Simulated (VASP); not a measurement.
Consider the following.

```yaml
crystal:
  lattice:
    - [0.00000, 3.25184, 3.25184]
    - [3.25184, 0.00000, 3.25184]
    - [3.25184, 3.25184, 0.00000]
  atoms:
    - { symbol: K, position: [0.00000, 0.00000, 0.00000] }
    - { symbol: Cl, position: [0.50000, 0.50000, 0.50000] }
```

Computed with revTPSS meta-GGA, VASP's PBE PAW potentials (set 64) (plane waves; VASP 6.6.1). Run with 520 eV cut-off, 7×7×7 Γ-centred mesh, Gaussian smearing of 0.050 eV, potentials K_sv Cl.

Q: What does the run give for the energy per atom (σ→0), band gap (on the k-mesh) with the smallest direct gap where there is one?

A: 
| Quantity | Value |
|---|---|
| band gap (on the k-mesh) | 5.31 eV |
| smallest direct gap (on the k-mesh) | 5.31 eV |
| energy per atom (σ→0) | -4.241 eV/atom |

The compound is KCl in the rock salt structure. This cell is one point of a volume scan, at 1.06 of the reference volume.
